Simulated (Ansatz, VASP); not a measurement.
## CaLuH5: VASP beside Ansatz

```
CELL_PARAMETERS angstrom
0.00000 3.37202 3.37202
3.37202 0.00000 3.37202
3.37202 3.37202 0.00000
ATOMIC_POSITIONS crystal
Ca 0.75000 0.75000 0.75000
Lu 0.00000 0.00000 0.00000
H 0.50000 0.50000 0.50000
H 0.38292 0.85124 0.38292
H 0.38292 0.38292 0.38292
H 0.85124 0.38292 0.38292
H 0.38292 0.38292 0.85124
```

Alike in both runs: functional PBE; k mesh 10 × 10 × 10; occupations gaussian, width 0.1 eV; no spin polarisation.

Ansatz relaxed the structure, and its values are those at the end. VASP's run is a single point on that final structure, the one shown.

|  | VASP | Ansatz |
| --- | --- | --- |
| version | VASP 6.6.1 | Ansatz 0.2.0 |
| potentials or method | VASP PAW PBE potentials, release 64 (Ca_sv, Lu, H) | scalar-relativistic, plane waves, PAW |
| plane-wave cutoff (eV) | 520 | 420 |
| valence electrons in the cell | 40 | 40 |

|  | VASP | Ansatz | Ansatz less VASP |
| --- | --- | --- | --- |
| gap on the k mesh at the Fermi level (eV) | none | none | - |
| pressure (GPa) | 0.0 | 0.0 | -0.02 |

A gap of «none» marks a metal or a gap that the smearing closes.

The runs have no spin-orbit coupling, so splittings on Lu are missing.
